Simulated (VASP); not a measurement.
Data:

Space group Pm-3m (No. 221); a = 4.0100 Å, b = 4.0100 Å, c = 4.0100 Å, α = 90.00°, β = 90.00°, γ = 90.00°

| atom | site | symmetry | x | y | z |
|---|---|---|---|---|---|
| Ba | 1a | m-3m | 0.0000 | 0.0000 | 0.0000 |
| Ti | 1b | m-3m | 0.5000 | 0.5000 | 0.5000 |
| O | 3c | 4/mm.m | 0.0000 | 0.5000 | 0.5000 |

All values below come from r2SCAN meta-GGA, VASP's PBE PAW potentials (set 64) (plane waves; VASP). Run with 520 eV cut-off, 6×6×6 Γ-centred mesh, Gaussian smearing of 0.050 eV, potentials Ba_sv Ti_sv O.

Problem. Give the energy at these volumes per atom, relative to the lowest: 12.11, 12.49, 12.88, 13.27, 13.65 Å³.

Solution. 30.1, 7.4, 0.0, 5.7, 22.3 meV/atom. A third-order Birch-Murnaghan fit gives B0 = 179 GPa and B0′ = 4.6.

Measured: bulk modulus 162 GPa (computed value off by +10.3 %), as given by Yu-ichiro Matsushita et al., Physical Review B (2011), arXiv:1104.2769; a 4.001 Å (computed value off by +0.2 %), as given by Yubo Zhang et al., Physical Review B (2017), arXiv:1702.04817. The calculation is for a static lattice, while the measured bulk modulus, a hold thermal and zero-point effects, which are part of the difference.

The compound is BaTiO3 in the cubic perovskite structure, the ideal cubic form; the compound distorts at low or room temperature. It was relaxed first.
